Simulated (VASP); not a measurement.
TiC, 16 atoms in the cell. Symmetry: Fm-3m, No. 225, cubic system. The conventional cell has a = 4.319 Å, b = 4.319 Å, c = 4.319 Å, α = 90.00°, β = 90.00°, γ = 90.00°. C (site symmetry m-3m) has 6 Ti at 2.16 Å as nearest neighbours. Ti (site symmetry m-3m) has 6 C at 2.16 Å as nearest neighbours. 

| Quantity | Value |
| --- | --- |
| Program | VASP 6.6.1 |
| Task | core levels |
| Functional | r2SCAN |
| Potentials or basis | VASP PAW PBE potentials, release 64 (C, Ti_sv) |
| Cutoff | 520 eV |
| k mesh | 6 × 6 × 6 |
| Occupations | methfessel-paxton, width 0.1 eV |
| Spin | no spin polarisation |
| Further INCAR settings | ALGO = Normal; EDIFF = 1e-06; NELECT = 129.0 |

Potentials or basis: VASP PAW PBE potentials, release 64 (C, Ti_sv).

Run with:

```console
$ cat potpaw_PBE.64/C/POTCAR potpaw_PBE.64/C/POTCAR potpaw_PBE.64/Ti_sv/POTCAR > POTCAR
$ mpirun -np 4 vasp_std > vasp.out
```

Hardware: 4 MPI ranks on Intel(R) Xeon(R) Platinum 8259CL CPU @ 2.50GHz (Skylake/Cascade Lake), on a shared host.

Problem. Estimate the wall time of this run.

Solution. It took 9.5 min on 4 MPI ranks on Intel(R) Xeon(R) Platinum 8259CL CPU @ 2.50GHz (Skylake/Cascade Lake), with other jobs on the host, peak memory 0.45 GiB a rank. Counts: scf iterations 21, k points 16.
